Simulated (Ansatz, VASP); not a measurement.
# BePd3C in two plane-wave programs, part 2 of 3

Aim: how closely do two programs agree when they are given the same cell, functional and k mesh? The cell is generated by rule, not measured, and may not be a known phase. The cell is taken from a series of runs on this material, whose earlier steps may have relaxed, scaled, displaced or heated it; both programs get it as it stands.

VASP 6.6.1 and Ansatz 0.2.0.

So far: Starting point; Ansatz: zone-centre phonons, PBEsol.

**3. VASP: zone-centre phonons, PBEsol**

Level of this step: PBEsol; plane waves and PAW (Be, Pd, C); invented cell (VASP).

The same cell, functional, mesh and smearing now go to VASP, with its own data sets.

Lines of VASP's logs that name or quote its potential files are left out, and so is its time.

INCAR

```
SYSTEM = BePd3C
PREC = Accurate
ENCUT = 600
EDIFF = 1E-08
NELM = 120
ISMEAR = 1
SIGMA = 0.2
LREAL = .FALSE.
ALGO = Normal
GGA = PS
NBANDS = 24
LASPH = .TRUE.
LORBIT = 11
LWAVE = .FALSE.
LCHARG = .FALSE.
ISIF = 2
IBRION = 8
GGA_COMPAT = .FALSE.
KPAR = 2
```

POSCAR

```
BePd3C
1.0
    2.7869426156      1.6090420693      2.4331616940
   -2.7869426156      1.6090420693      2.4331616940
    0.0000000000     -3.2180841387      2.4331616940
Be Pd C
1 3 1
Direct
    0.0596513475      0.0596513475      0.0596513475
    0.4930700054      0.4930700054      0.9992940066
    0.4930700054      0.9992940066      0.4930700054
    0.9992940066      0.4930700054      0.4930700054
    0.5024077645      0.5024077645      0.5024077645
```

KPOINTS

```
Automatic mesh
0
Gamma
9 9 9
0 0 0
```

PAW data sets: Be, Pd and C (PBE family, release 64).

On the command line:

```
$ mpirun -np 2 vasp_std
```

Log:

```text
[banner, memory and clock lines left out]
running    2 mpi-ranks, on    1 nodes
 distrk:  each k-point on    1 cores,    2 groups
 distr:  one band on    1 cores,    1 groups

 POSCAR found type information on POSCAR BePdC
 POSCAR found :  3 types and       5 ions
|                                                                             |
|               ----> ADVICE to this user running VASP <----                  |
|                                                                             |
|     You enforced a specific xc type in the INCAR file but a different       |
|     [... a line on the potential file left out ...]
|     I HOPE YOU KNOW WHAT YOU ARE DOING!                                     |
|                                                                             |

 LDA part: xc-table for (Slater+PW92), standard interpolation
 POSCAR, INCAR and KPOINTS ok, starting setup
 FFT: planning ... GRIDC
 FFT: planning ... GRID_SOFT
 FFT: planning ... GRID
 WAVECAR not read
 entering main loop
       N       E                     dE             d eps       ncg     rms          rms(c)
DAV:   1     0.230636061373E+03    0.23064E+03   -0.19438E+04  4080   0.160E+03
DAV:   2    -0.234201573322E+02   -0.25406E+03   -0.24189E+03  4552   0.335E+02
DAV:   3    -0.332044358474E+02   -0.97843E+01   -0.95332E+01  5040   0.692E+01
DAV:   4    -0.333539299209E+02   -0.14949E+00   -0.14944E+00  4464   0.959E+00
DAV:   5    -0.333564173761E+02   -0.24875E-02   -0.24873E-02  5280   0.124E+00    0.253E+01
DAV:   6    -0.307840349239E+02    0.25724E+01   -0.13197E+01  5008   0.306E+01    0.922E+00
DAV:   7    -0.304943960020E+02    0.28964E+00   -0.15051E+00  4496   0.112E+01    0.711E+00
DAV:   8    -0.304402768894E+02    0.54119E-01   -0.18347E-01  4704   0.260E+00    0.568E-01
DAV:   9    -0.304330155507E+02    0.72613E-02   -0.17626E-02  4872   0.912E-01    0.190E-01
DAV:  10    -0.304330631151E+02   -0.47564E-04   -0.24993E-03  4472   0.323E-01    0.123E-01
DAV:  11    -0.304330410096E+02    0.22105E-04   -0.15351E-04  4896   0.809E-02    0.561E-02
DAV:  12    -0.304330313668E+02    0.96429E-05   -0.24222E-05  4912   0.319E-02    0.160E-02
DAV:  13    -0.304330319048E+02   -0.53807E-06   -0.12258E-06  4864   0.947E-03    0.182E-03
DAV:  14    -0.304330318710E+02    0.33800E-07   -0.18273E-07  4920   0.309E-03    0.633E-04
DAV:  15    -0.304330318166E+02    0.54386E-07   -0.22181E-08  3784   0.114E-03    0.155E-04
DAV:  16    -0.304330318154E+02    0.12528E-08   -0.14946E-09  2456   0.360E-04
   1 F= -.30433032E+02 E0= -.30431110E+02  d E =-.576487E-02
 Linear response reoptimize wavefunctions to high precision
DAV:   1    -0.304330318185E+02   -0.31418E-08   -0.22825E-10  2416   0.115E-04
DAV:   2    -0.304330318186E+02   -0.42746E-10   -0.41893E-11  2272   0.556E-05
 Linear response DOF=           7
 Linear response progress:
  Degree of freedom:   1/  7
       N       E                     dE             d eps       ncg     rms          rms(c)
RMM:   1    -0.772907484914E-02   -0.77291E-02   -0.57742E-03 42806   0.400E-01
RMM:   2    -0.700029302876E-02    0.72878E-03   -0.20247E-04 27387   0.790E-02    0.457E-02
RMM:   3    -0.699667947053E-02    0.36136E-05   -0.89089E-05 27829   0.430E-02    0.231E-02
RMM:   4    -0.703799940544E-02   -0.41320E-04   -0.36825E-05 27744   0.267E-02    0.620E-03
RMM:   5    -0.704298179652E-02   -0.49824E-05   -0.21107E-06 28191   0.792E-03    0.131E-03
RMM:   6    -0.704357785420E-02   -0.59606E-06   -0.17564E-07 28230   0.204E-03    0.100E-03
RMM:   7    -0.704321191434E-02    0.36594E-06    0.27907E-09 28189   0.906E-04    0.324E-04
RMM:   8    -0.704215836493E-02    0.10535E-05   -0.16054E-08 27780   0.519E-04    0.103E-04
RMM:   9    -0.704205868473E-02    0.99680E-07    0.22643E-08 28796   0.159E-04    0.148E-05
RMM:  10    -0.704203587839E-02    0.22806E-07    0.11144E-08 29302   0.312E-05    0.740E-06
RMM:  11    -0.704203890618E-02   -0.30278E-08    0.27360E-09 28608   0.112E-05    0.429E-06
 first order change of Fermi-energy   0.10735E-04
 force on displaced ion       1 direction 1 :  -0.230   0.000   0.000
 Linear response progress:
  Degree of freedom:   2/  7
       N       E                     dE             d eps       ncg     rms          rms(c)
RMM:   1    -0.753631096224E-02   -0.75363E-02   -0.50493E-03  9508   0.393E-01
RMM:   2    -0.689860640645E-02    0.63770E-03   -0.18756E-04  6347   0.755E-02    0.522E-02
RMM:   3    -0.687357622370E-02    0.25030E-04   -0.10884E-04  6447   0.486E-02    0.261E-02
RMM:   4    -0.690338098240E-02   -0.29805E-04   -0.35307E-05  6423   0.277E-02    0.845E-03
RMM:   5    -0.690884424686E-02   -0.54633E-05   -0.12106E-06  6592   0.771E-03    0.364E-03
RMM:   6    -0.691051741445E-02   -0.16732E-05   -0.32084E-07  6381   0.378E-03    0.872E-04
RMM:   7    -0.690987344739E-02    0.64397E-06   -0.15085E-08  6675   0.102E-03    0.402E-04
RMM:   8    -0.690886507794E-02    0.10084E-05   -0.19290E-09  6477   0.437E-04    0.127E-04
RMM:   9    -0.690851671019E-02    0.34837E-06    0.10016E-09  6586   0.109E-04    0.350E-05
RMM:  10    -0.690844121359E-02    0.75497E-07   -0.15461E-10  6640   0.478E-05    0.741E-06
RMM:  11    -0.690844304952E-02   -0.18359E-08    0.22267E-10  6675   0.917E-06    0.286E-06
 first order change of Fermi-energy  -0.73096E-01
[...]
RMM:  10    -0.261258683144E+00    0.22021E-05   -0.13141E-07 29558   0.397E-04    0.510E-05
RMM:  11    -0.261258169223E+00    0.51392E-06    0.26406E-08 28531   0.102E-04    0.214E-05
RMM:  12    -0.261258042015E+00    0.12721E-06   -0.15304E-08 29091   0.341E-05    0.633E-06
RMM:  13    -0.261258016958E+00    0.25057E-07   -0.40988E-09 29589   0.146E-05    0.348E-06
RMM:  14    -0.261258020298E+00   -0.33399E-08   -0.19831E-09 27912   0.841E-06    0.111E-06
 first order change of Fermi-energy  -0.48754E-04
 force on displaced ion       2 direction 1 :  -2.382   0.001  -0.008
 Linear response progress:
  Degree of freedom:   4/  7
       N       E                     dE             d eps       ncg     rms          rms(c)
RMM:   1    -0.270248804142E+00   -0.27025E+00   -0.31982E-01 17259   0.323E+00
RMM:   2    -0.256795761769E+00    0.13453E-01   -0.10524E-02 14805   0.608E-01    0.153E-01
RMM:   3    -0.257044189221E+00   -0.24843E-03   -0.26161E-04 15363   0.103E-01    0.872E-02
RMM:   4    -0.257445403401E+00   -0.40121E-03   -0.19525E-04 15690   0.786E-02    0.291E-02
RMM:   5    -0.257495562798E+00   -0.50159E-04   -0.27146E-05 15658   0.308E-02    0.145E-02
RMM:   6    -0.257509579033E+00   -0.14016E-04   -0.39234E-06 15681   0.119E-02    0.611E-03
RMM:   7    -0.257510111712E+00   -0.53268E-06   -0.10524E-06 15986   0.483E-03    0.149E-03
RMM:   8    -0.257508168997E+00    0.19427E-05   -0.91049E-08 16308   0.109E-03    0.527E-04
RMM:   9    -0.257504504851E+00    0.36641E-05   -0.70394E-08 15999   0.400E-04    0.153E-04
RMM:  10    -0.257503188168E+00    0.13167E-05   -0.23427E-07 16373   0.143E-04    0.449E-05
RMM:  11    -0.257502972480E+00    0.21569E-06   -0.35443E-08 16249   0.664E-05    0.151E-05
RMM:  12    -0.257502916500E+00    0.55979E-07   -0.72430E-08 16614   0.246E-05    0.457E-06
RMM:  13    -0.257502889991E+00    0.26510E-07   -0.14337E-08 16470   0.980E-06    0.149E-06
RMM:  14    -0.257502883142E+00    0.68485E-08   -0.49525E-09 15802   0.591E-06    0.667E-07
 first order change of Fermi-energy   0.12123E-01
 force on displaced ion       2 direction 2 :   0.000 -16.695   7.493
 Linear response progress:
  Degree of freedom:   5/  7
       N       E                     dE             d eps       ncg     rms          rms(c)
RMM:   1    -0.268588808769E+00   -0.26859E+00   -0.30775E-01 17020   0.323E+00
RMM:   2    -0.258803738902E+00    0.97851E-02   -0.92628E-03 14776   0.575E-01    0.149E-01
RMM:   3    -0.258961149765E+00   -0.15741E-03   -0.24792E-04 15230   0.104E-01    0.859E-02
RMM:   4    -0.259345572922E+00   -0.38442E-03   -0.33765E-04 15505   0.105E-01    0.487E-02
RMM:   5    -0.259401927824E+00   -0.56355E-04   -0.61648E-05 15424   0.458E-02    0.129E-02
RMM:   6    -0.259377382563E+00    0.24545E-04   -0.32688E-06 15889   0.103E-02    0.725E-03
RMM:   7    -0.259351248932E+00    0.26134E-04   -0.19424E-06 15591   0.710E-03    0.162E-03
RMM:   8    -0.259349249409E+00    0.19995E-05   -0.26858E-09 15943   0.199E-03    0.788E-04
RMM:   9    -0.259341341227E+00    0.79082E-05    0.20748E-07 16207   0.719E-04    0.357E-04
RMM:  10    -0.259336655544E+00    0.46857E-05    0.46688E-08 15905   0.339E-04    0.604E-05
RMM:  11    -0.259335640703E+00    0.10148E-05    0.17755E-09 16463   0.958E-05    0.176E-05
RMM:  12    -0.259335664514E+00   -0.23811E-07   -0.17608E-08 16330   0.264E-05    0.707E-06
RMM:  13    -0.259335615527E+00    0.48987E-07   -0.14926E-08 16343   0.137E-05    0.208E-06
RMM:  14    -0.259335608815E+00    0.67119E-08   -0.91104E-09 16155   0.634E-06    0.702E-07
 first order change of Fermi-energy   0.17367E-01
 force on displaced ion       2 direction 3 :  -0.000   7.477  -8.007
 Linear response progress:
  Degree of freedom:   6/  7
       N       E                     dE             d eps       ncg     rms          rms(c)
RMM:   1    -0.125410914538E+00   -0.12541E+00    0.58720E-02 41227   0.174E+00
RMM:   2    -0.119510843327E+00    0.59001E-02   -0.53618E-03 26420   0.440E-01    0.154E-01
RMM:   3    -0.119753137364E+00   -0.24229E-03   -0.92482E-04 27704   0.154E-01    0.786E-02
RMM:   4    -0.120134598936E+00   -0.38146E-03   -0.33009E-04 27544   0.924E-02    0.521E-02
RMM:   5    -0.120188630668E+00   -0.54032E-04   -0.44157E-05 27392   0.476E-02    0.191E-02
RMM:   6    -0.120241340194E+00   -0.52710E-04   -0.85856E-06 28078   0.139E-02    0.293E-03
RMM:   7    -0.120236272741E+00    0.50675E-05   -0.14119E-07 28262   0.320E-03    0.116E-03
RMM:   8    -0.120234981105E+00    0.12916E-05   -0.32912E-08 28592   0.981E-04    0.257E-04
RMM:   9    -0.120234694722E+00    0.28638E-06    0.18815E-07 28644   0.325E-04    0.951E-05
RMM:  10    -0.120234508586E+00    0.18614E-06   -0.99136E-08 28912   0.122E-04    0.482E-05
RMM:  11    -0.120234422955E+00    0.85631E-07   -0.31098E-08 28749   0.502E-05    0.171E-05
RMM:  12    -0.120234483141E+00   -0.60186E-07   -0.10327E-08 29259   0.239E-05    0.374E-06
RMM:  13    -0.120234480881E+00    0.22604E-08   -0.41291E-09 29175   0.906E-06    0.121E-06
 first order change of Fermi-energy   0.15130E-04
 force on displaced ion       5 direction 1 :  -8.613  -0.009  -0.000
 Linear response progress:
  Degree of freedom:   7/  7
       N       E                     dE             d eps       ncg     rms          rms(c)
RMM:   1    -0.125671053685E+00   -0.12567E+00    0.78866E-02  9521   0.178E+00
RMM:   2    -0.120741514134E+00    0.49295E-02   -0.52641E-03  6150   0.441E-01    0.155E-01
RMM:   3    -0.120995095033E+00   -0.25358E-03   -0.99755E-04  6422   0.157E-01    0.751E-02
RMM:   4    -0.121435312059E+00   -0.44022E-03   -0.26359E-04  6444   0.770E-02    0.234E-02
RMM:   5    -0.121509912213E+00   -0.74600E-04   -0.10272E-05  6556   0.188E-02    0.821E-03
RMM:   6    -0.121531051568E+00   -0.21139E-04   -0.91612E-07  6593   0.624E-03    0.240E-03
RMM:   7    -0.121529039064E+00    0.20125E-05   -0.18494E-07  6503   0.221E-03    0.639E-04
RMM:   8    -0.121528128597E+00    0.91047E-06   -0.59787E-09  6661   0.593E-04    0.261E-04
RMM:   9    -0.121527683709E+00    0.44489E-06   -0.12234E-09  6602   0.186E-04    0.721E-05
RMM:  10    -0.121527546732E+00    0.13698E-06   -0.35438E-10  6710   0.792E-05    0.162E-05
RMM:  11    -0.121527601544E+00   -0.54812E-07   -0.38406E-09  6675   0.275E-05    0.638E-06
RMM:  12    -0.121527606431E+00   -0.48866E-08   -0.55017E-09  6769   0.917E-06    0.816E-07
 first order change of Fermi-energy   0.20409E-01
 force on displaced ion       5 direction 3 :  -0.000   0.000 -10.785
 Linear response finished
```

(Part 2 of 3 ends here.)

[Lines on the potential files, build, host, timing and source positions are cut from VASP's logs without a mark.]

[Logs are printed without paths, hosts, clocks, repeated set-up lines and the standing remarks that a program may print on its own settings, such as how far it seeks lower states.]

[Hosts, paths, dates, database ids (printed as entryN), source tags and the programs' standing remarks are cut or masked in the printed files.]
